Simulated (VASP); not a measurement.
```xyz
6
Lattice="4.5395 0.0000 0.0000 -2.2697 3.9313 0.0000 0.0000 0.0000 14.1723" Properties=species:S:1:pos:R:3 pbc="T T T"
Pb     2.2697     1.3104     7.0872
Pb     0.0000     2.6209     0.0011
I      2.2697     1.3104    12.3068
I      0.0000     2.6209     5.2207
I      0.0000     0.0000     1.8643
I      0.0000     0.0000     8.9505
```

Method: PBEsol GGA with spin-orbit coupling, VASP's PBE PAW potentials (set 64) (plane waves; VASP). Settings: 400 eV cut-off, 5×5×2 Γ-centred mesh, Gaussian smearing of 0.050 eV, potentials Pb_d I.

Question: Give the energies of bands 47 to 60 at the high-symmetry points, in eV from the valence-band maximum.

Answer: 
```tsv
band	Γ	M	K	A	L	H
47	-0.80	-1.62	-1.55	-0.90	-1.83	-1.40
48	-0.80	-1.62	-1.52	-0.90	-1.83	-1.40
49	-0.75	-1.05	-1.52	-0.64	-1.04	-1.30
50	-0.75	-1.05	-1.30	-0.64	-1.04	-1.30
51	-0.65	-0.88	-0.99	-0.64	-1.04	-1.26
52	-0.65	-0.88	-0.99	-0.64	-1.04	-1.26
53	-0.58	-0.80	-0.53	-0.26	-0.58	-0.48
54	-0.58	-0.80	-0.38	-0.26	-0.58	-0.48
55	0.00	-0.61	-0.38	-0.26	-0.58	-0.47
56	0.00	-0.61	-0.21	-0.26	-0.58	-0.47
57	1.51	2.39	2.75	1.59	2.50	3.01
58	1.51	2.39	2.85	1.59	2.50	3.01
59	1.66	2.66	2.85	1.59	2.50	3.04
60	1.66	2.66	3.19	1.59	2.50	3.04
```

The gap is direct, 1.51 eV, from the valence maximum at Γ to the conduction minimum at Γ.

The structure comes from a computed database's PbI2 entry (P6_3mc); how it stands against other phases isn't given here. It was relaxed first, which changed the volume by -6 %.
